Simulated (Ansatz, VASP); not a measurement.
# TaSb: VASP beside Ansatz, part 2 of 2

Aim: how closely do two programs agree when they are given the same cell, functional and k mesh? The cell is generated by rule, not measured, and may not be a known phase. The structure shown is the end of the Ansatz relaxation below.

VASP 6.6.1 and Ansatz 0.2.0.

So far. Step 3 (VASP: single point, PBE, pair 1): The run ends at a pressure of 4.08 GPa.

## 6. VASP: single point, PBE, pair 2 (continued)

Level of this step: PBE; plane waves and PAW (Ta_pv, Sb); invented cell (VASP).

Numbers of over 12 decimals in the logs are rounded to 6 here.

OUTCAR, selected parts (step 6):

```text
  Total        0.5081824      0.5081824      0.5380347      0.0000000      0.0000000      0.0000000
  in kB       19.4277541     19.4277541     20.5690047      0.0000000      0.0000000      0.0000000
  external PRESSURE =      19.8081709 kB  Pullay stress =       0.0000000 kB

 POSITION                                       TOTAL-FORCE (eV/Angst)
 -----------------------------------------------------------------------------------
     -0.00000      2.06045      1.89978        -0.000000      0.000000      0.000000
      0.00000      0.00000      0.00000         0.000000     -0.000000      0.000000
 -----------------------------------------------------------------------------------
    total drift:                                0.000000     -0.000000     -0.000000

  FREE ENERGIE OF THE ION-ELECTRON SYSTEM (eV)
  ---------------------------------------------------
  free  energy   TOTEN  =       -15.8089176107 eV

  energy  without entropy=      -15.8092550331  energy(sigma->0) =      -15.80903008

[... 1 part as in an earlier step ...]

[... 2 further parts left out ...]
[key lines of the parts left out:]
E-fermi :   8.2418
```

The run ends at a pressure of 1.98 GPa.

## 7. Comparison

What differs besides the data sets and the points named for the pairs above, as far as they apply: the data sets hold 28 valence electrons in Ansatz (on its default PAW (the set named soft_2) files) and 16 in VASP. Total energies have different zeros and are not compared.

The two programs side by side:

```
      quantity  Ansatz  VASP  difference
pressure (GPa)    1.94  1.98       -0.04
```

## 8. Ansatz: relaxation, PBE

This run makes the geometry at which the two programs are then compared. The cell compared in this pair holds 43.19 Å³, against 41.91 Å³ for the pair before.

The structure compared here is the end of the Ansatz relaxation.

Input file input.yaml:

```yaml
crystal:
  lattice:
    - [3.6136316515, 0.0, 0.0]
    - [-1.8068158257, 3.1294968101, 0.0]
    - [0.0, 0.0, 3.8187308216]
  atoms:
    - { symbol: Ta, position: [0.3333333333, 0.6666666667, 0.5] }
    - { symbol: Sb, position: [0.0, 0.0, 0.0] }
kpoints:
  mp_grid: { grid: [15, 15, 12] }
hamiltonian:
  xc: pbe
scf:
  occupations: { method: methfessel_paxton, width: 0.15 }
output:
  forces: true
  stress: true
  eigenvalues: true
relax:
  adjacent_minimum: "off"
  f_tol: 0.001
  max_steps: 60
  cell: { stress_tol: 0.01, fix: [volume] }
```

Command:

```bash
$ ansatz run input.yaml --threads 4 --pin off --max-ram 8192MiB --backend cpu --events-out ev --progress --plain --runs-dir out
```

The log of the run:

```text
[...]
Crystal: 2 atoms, lattice volume = 43.185 Å³
Basis set: ecut = 420 eV, 841 PW (Γ), exchange–correlation on 50×50×54 points (8 copies of the dense FFT grid, shifted against one another)
Bands: 18, of which v1, the nominal top of the filled ones, is band 14 counted from 1 (13 counted from 0)
Symmetry: 12 space group operations
[...]
k-points: 189 of 2700 (time reversal used)
[...]
k-point 188: bands = [... 10 lower, 10.4701, 11.0641, 12.3875, 14.6354, 16.6527, 17.3856, 18.8350, 19.5616]
--- Relaxed structure (3 steps of the walk, 3 accepted, 1 SCFs on fresh bases) ---
[...]
cell:  # Å, volume = 43.1854 Å³
    - [3.622354, -2.8937283744222728e-11, 0.0]
    - [-1.811177, 3.137051, 0.0]
    - [0.0, 0.0, 3.800362]
  atoms:
    - { symbol: Ta, position: [0.333333, 0.666667, 0.500000] }
    - { symbol: Sb, position: [0, -2.775557561562891e-17, 0.0] }
[key lines of the parts left out:]
SCF converged after 4 iterations
Free energy (F): -16416.602331 eV
Fermi energy:    15.332083 eV
P = ⅓ Tr σ = -1.7959 GPa (-17.959 kbar)
```

## 9. VASP: single point, PBE, pair 3

The same cell, functional, mesh and smearing now go to VASP, with its own data sets.

Input file INCAR:

```
SYSTEM = TaSb
PREC = Accurate
ENCUT = 500
EDIFF = 1E-06
NELM = 120
ISMEAR = 1
SIGMA = 0.15
LREAL = .FALSE.
ALGO = Normal
GGA = PE
NBANDS = 14
LASPH = .TRUE.
LORBIT = 11
LWAVE = .FALSE.
LCHARG = .FALSE.
ISIF = 2
GGA_COMPAT = .FALSE.
KPAR = 2
```

Input file POSCAR:

```
TaSb
1.0
    3.6223543886      0.0000000000      0.0000000000
   -1.8111771943      3.1370509220      0.0000000000
    0.0000000000      0.0000000000      3.8003617302
Ta Sb
1 1
Direct
    0.3333333333      0.6666666667      0.5000000000
    0.0000000000      0.0000000000      0.0000000000
```

Input file KPOINTS:

```
Automatic mesh
0
Gamma
15 15 12
0 0 0
```

PAW data sets: Ta_pv and Sb (PBE family, release 64).

Command:

```bash
$ mpirun -np 2 vasp_std
```

The log of the run:

```text
[... set-up lines as in an earlier step ...]
 entering main loop
       N       E                     dE             d eps       ncg     rms          rms(c)
DAV:   1     0.863724749807E+02    0.86372E+02   -0.77414E+03  5300   0.988E+02
DAV:   2    -0.139692609932E+02   -0.10034E+03   -0.95831E+02  6792   0.256E+02
DAV:   3    -0.165626114449E+02   -0.25934E+01   -0.25445E+01  6486   0.387E+01
DAV:   4    -0.165897610923E+02   -0.27150E-01   -0.27135E-01  6090   0.447E+00
[...]
DAV:   9    -0.158095684504E+02    0.13686E-03   -0.10856E-03  6144   0.225E-01    0.746E-02
DAV:  10    -0.158095899942E+02   -0.21544E-04   -0.11365E-04  6332   0.999E-02    0.203E-02
DAV:  11    -0.158095898271E+02    0.16708E-06   -0.45264E-06  5988   0.183E-02
   1 F= -.15809590E+02 E0= -.15809759E+02  d E =0.508667E-03
```

Parts of OUTCAR (step 9):

```text
  Total       -0.4842571     -0.4842571     -0.4589721      0.0000000      0.0000000      0.0000000
  in kB      -17.9659064    -17.9659064    -17.0278342      0.0000000      0.0000000      0.0000000
  external PRESSURE =     -17.6532157 kB  Pullay stress =       0.0000000 kB

 POSITION                                       TOTAL-FORCE (eV/Angst)
 -----------------------------------------------------------------------------------
     -0.00000      2.09137      1.90018         0.000000     -0.000000      0.000000
      0.00000      0.00000      0.00000        -0.000000      0.000000      0.000000
 -----------------------------------------------------------------------------------
    total drift:                                0.000000     -0.000000     -0.000000

  FREE ENERGIE OF THE ION-ELECTRON SYSTEM (eV)
  ---------------------------------------------------
  free  energy   TOTEN  =       -15.8095898271 eV

  energy  without entropy=      -15.8100984938  energy(sigma->0) =      -15.80975938

[... 1 part as in an earlier step ...]

[... 2 further parts left out ...]
[key lines of the parts left out:]
E-fermi :   7.8876
```

The run ends at a pressure of -1.77 GPa.

## 10. Comparison

What differs besides the data sets and the points named for the pairs above, as far as they apply: the data sets hold 28 valence electrons in Ansatz (on its default PAW (the set named soft_2) files) and 16 in VASP. Total energies have different zeros and are not compared.

Both answers:

```
      quantity  Ansatz   VASP  difference
pressure (GPa)   -1.80  -1.77       -0.03
```

## 11. Outcome

```json
{"difference in pressure (single point, PBE, pair 1)": "-0.043 GPa", "difference in pressure (single point, PBE, pair 2)": "-0.039 GPa", "difference in pressure (single point, PBE, pair 3)": "-0.031 GPa"}
```

What this shows: The difference in pressure is -0.043 GPa (single point, PBE, pair 1), within the 1 GPa picked in this series as the mark of a large difference. The data sets hold unlike numbers of valence electrons (28 in Ansatz and 16 in VASP), so part of the differences comes from the potentials. 2 further runs of this series are not shown here. How closely two codes agree says nothing of how well the functional describes the real material.

[Lines on the potential files, build, host, timing and source positions are cut from VASP's logs without a mark.]

[Logs are printed without paths, hosts, clocks, repeated set-up lines and the standing remarks that a program may print on its own settings, such as how far it seeks lower states.]

[Hosts, paths, dates, database ids (printed as entryN), source tags and the programs' standing remarks are cut or masked in the printed files.]
